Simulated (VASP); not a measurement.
Calculation: PBEsol GGA, VASP's PBE PAW potentials (set 64) (plane waves; VASP).

Input for VASP

File POSCAR:
```
Al
1
   -0.0000000000     2.0059607494     2.0059607494
    2.0059607494    -0.0000000000     2.0059607494
    2.0059607494     2.0059607494    -0.0000000000
Al
1
Direct
  0.0000000000   0.0000000000   0.0000000000
```

INCAR:
```
ALGO = Fast
EDIFF = 1E-5
EDIFFG = -0.03
ENCUT = 400
GGA = PS
IBRION = 2
ISIF = 2
ISMEAR = 1
LASPH = T
LCHARG = F
LREAL = F
LWAVE = F
NELM = 100
NELMIN = 4
NSW = 20
PREC = Normal
SIGMA = 0.1
SYSTEM = Al
```

### KPOINTS
```
Automatic mesh
0
Gamma
17 17 17
0 0 0
```

POTCAR, in this order: Al (PBE.64 set). Program: vasp_std.

Output

File OSZICAR:
```
       N       E                     dE             d eps       ncg     rms          rms(c)
DAV:   1    -0.266041804765E+01   -0.26604E+01   -0.74848E+02  1915   0.250E+02
DAV:   2    -0.411026958768E+01   -0.14499E+01   -0.13906E+01  2270   0.260E+01
DAV:   3    -0.412247096802E+01   -0.12201E-01   -0.12175E-01  2145   0.253E+00
DAV:   4    -0.412251827141E+01   -0.47303E-04   -0.47302E-04  2270   0.139E-01
DAV:   5    -0.412251850476E+01   -0.23335E-06   -0.23357E-06  2155   0.807E-03    0.144E+00
RMM:   6    -0.410532638511E+01    0.17192E-01   -0.16336E-03  1650   0.295E-01    0.831E-01
RMM:   7    -0.409366138378E+01    0.11665E-01   -0.47953E-03  1650   0.493E-01    0.138E-01
RMM:   8    -0.409367361711E+01   -0.12233E-04   -0.21430E-04  1650   0.134E-01    0.327E-02
RMM:   9    -0.409367706460E+01   -0.34475E-05   -0.35252E-05  1639   0.595E-02
   1 F= -.40936771E+01 E0= -.40934813E+01  d E =-.409368E+01
```

**OUTCAR**
```
------------------------ aborting loop because EDIFF is reached ----------------------------------------
  FORCE on cell =-STRESS in cart. coord.  units (eV):
  Direction    XX          YY          ZZ          XY          YZ          ZX
  --------------------------------------------------------------------------------------
  Total        0.0181317      0.0181317      0.0181317      0.0000000      0.0000000     -0.0000000
  in kB        1.7994980      1.7994980      1.7994980      0.0000000      0.0000000     -0.0000000
  external PRESSURE =       1.7994980 kB  Pullay stress =       0.0000000 kB
  volume of cell :       16.14
      direct lattice vectors                 reciprocal lattice vectors
     0.000000000  2.005960749  2.005960749    -0.249257120  0.249257120  0.249257120
     2.005960749  0.000000000  2.005960749     0.249257120 -0.249257120  0.249257120
     2.005960749  2.005960749  0.000000000     0.249257120  0.249257120 -0.249257120
 POSITION                                       TOTAL-FORCE (eV/Angst)
 -----------------------------------------------------------------------------------
      0.00000      0.00000      0.00000        -0.000000     -0.000000      0.000000
 -----------------------------------------------------------------------------------
    total drift:                                0.000000     -0.000000      0.000000
  FREE ENERGIE OF THE ION-ELECTRON SYSTEM (eV)
  ---------------------------------------------------
  free  energy   TOTEN  =        -4.0936770646 eV

  energy  without entropy=       -4.0930897399  energy(sigma->0) =       -4.09348129

 reached required accuracy - stopping structural energy minimisation
```
(Selected blocks of OUTCAR.)

The compound is Al in the fcc structure. It was relaxed first.
